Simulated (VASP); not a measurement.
Consider the following.

```xyz
6
Lattice="4.3435 0.0000 0.0000 -2.1718 3.7616 0.0000 0.0000 0.0000 10.7513" Properties=species:S:1:pos:R:3 pbc="T T T"
Sn     0.0000     2.5077     8.8750
Sn     2.1718     1.2539     1.8763
Ge    -2.1718     3.7616     5.3757
Te     0.0000     2.5077     3.7560
Te     2.1718     1.2539     6.9953
Te    -2.1718     3.7616    10.7513
```

The numbers are results of PBEsol GGA with spin-orbit coupling, VASP's PBE PAW potentials (set 64) (plane waves; VASP), not measurements. Run with 400 eV cut-off, 7×7×3 Γ-centred mesh, Gaussian smearing of 0.050 eV, potentials Sn_d Ge_d Te.

Task: What does the run give for the energy per atom (σ→0), band gap (over mesh and band path) with the smallest direct gap where there is one?

Result: 
```yaml
band gap (over mesh and band path): 0.04 eV
smallest direct gap (over mesh and band path): 0.13 eV
energy per atom (σ→0): -4.281 eV/atom
```

Only differences to runs with the same potentials and settings are physical.

The structure comes from a computed database's Sn2GeTe3 entry (P-3m1); how it stands against other phases isn't given here. It was relaxed first, which changed the volume by -6 %.
